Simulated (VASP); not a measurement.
BH4Pt, 6 atoms in the cell. The structure is cubic, space group F-43m (No. 216). The conventional cell has a = 5.289 Å, b = 5.289 Å, c = 5.289 Å, α = 90.00°, β = 90.00°, γ = 90.00°. Around B (site symmetry -43m) lie 12 H at 2.16 Å and 4 Pt at 2.29 Å. H (site symmetry 3m) has 3 H at 1.24 Å as nearest neighbours. Pt (site symmetry -43m) has 4 B at 2.29 Å and 12 H at 2.29 Å as nearest neighbours. The cell was built by a generator and needn't be a form met in nature. The cell isn't the ideal one: species swapped into the CeYCo4 type (F-43m, No. 216).

| Property | Result |
| --- | --- |
| Program | VASP 6.6.1 |
| Task | single point |
| Functional | PBE |
| Potentials or basis | VASP PAW PBE potentials, release 64 (B, H, Pt) |
| Cutoff | 520 eV |
| k mesh | 12 × 12 × 12 |
| Occupations | gaussian, width 0.1 eV |
| Spin | no spin polarisation |
| Dipole correction | no |
| Further INCAR settings | ALGO = Fast; EDIFF = 1e-07; NBANDS = 18 |

Potentials or basis: VASP PAW PBE potentials, release 64 (B, H, Pt).

Run with:

```sh
$ cat potpaw_PBE.64/B/POTCAR potpaw_PBE.64/H/POTCAR potpaw_PBE.64/Pt/POTCAR > POTCAR
$ mpirun -np 1 vasp_std > vasp.out
```

Hardware: 1 thread of AMD EPYC 9R45 (Zen 5) (shared host).

Task: How long does it take, and how much memory?

Result: It took 35 s on 1 thread of AMD EPYC 9R45 (Zen 5), with other jobs on the host, peak memory 0.16 GiB. Counts: scf iterations 16, k points 72.
